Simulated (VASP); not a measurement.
A VASP calculation is set up with these files.

**INCAR**
```
SYSTEM = SnC
PREC = Accurate; ENCUT = 620; LREAL = .FALSE.
LASPH = .TRUE.
EDIFF = 1E-6; NELM = 100; ALGO = Normal
LMAXMIX = 4
ISMEAR = 1; SIGMA = 0.1
GGA = PS
IBRION = 2; NSW = 40; ISIF = 3
EDIFFG = -0.02; PSTRESS = 300
LWAVE = .FALSE.; LCHARG = .FALSE.
```

**KPOINTS**
```
Automatic mesh
0
Gamma
14 14 14
0 0 0
```

### POSCAR
```
SnC
1
    0.0000000000     2.2617884906     2.2617884906
    2.2617884906    -0.0000000000     2.2617884906
    2.2617884906     2.2617884906     0.0000000000
Sn C
1 1
Direct
  0.0000000000   0.0000000000   0.0000000000
  0.5000000000   0.5000000000   0.5000000000
```

POTCAR, in this order: Sn_d C (PBE.64 set). Program: vasp_std.

Write an equivalent input for Ansatz.

One equivalent input (not run):
Ansatz 0.2 input:
```yaml
crystal:
  lattice:
    - [0.0000000, 2.2617885, 2.2617885]
    - [2.2617885, 0.0000000, 2.2617885]
    - [2.2617885, 2.2617885, 0.0000000]
  atoms:
    - { symbol: Sn, position: [0.0000000, 0.0000000, 0.0000000] }
    - { symbol: C, position: [0.5000000, 0.5000000, 0.5000000] }
kpoints:
  mp_grid: { grid: [14, 14, 14] }
hamiltonian:
  xc: pbesol
  pseudopotentials: { kind: paw }
scf:
  occupations: { method: methfessel_paxton, width: 0.1 }
  max_iter: 100
relax:
  max_steps: 40
  f_tol: 0.02
  cell: { p_target: 30 }
output: { forces: true, stress: true, eigenvalues: true }
```
Limits of the translation: each code has its own PAW files, so the cut-off isn't converted (ENCUT is set for VASP's; basis.ecutwfc is left out, and Ansatz then takes the one that its files recommend); Ansatz stops its SCF on the density residual and VASP on the energy change (EDIFF).

The structure was generated: SnC was put into the rock salt type (Fm-3m), which need not be its known phase. It was relaxed first under an external pressure of 30 GPa.
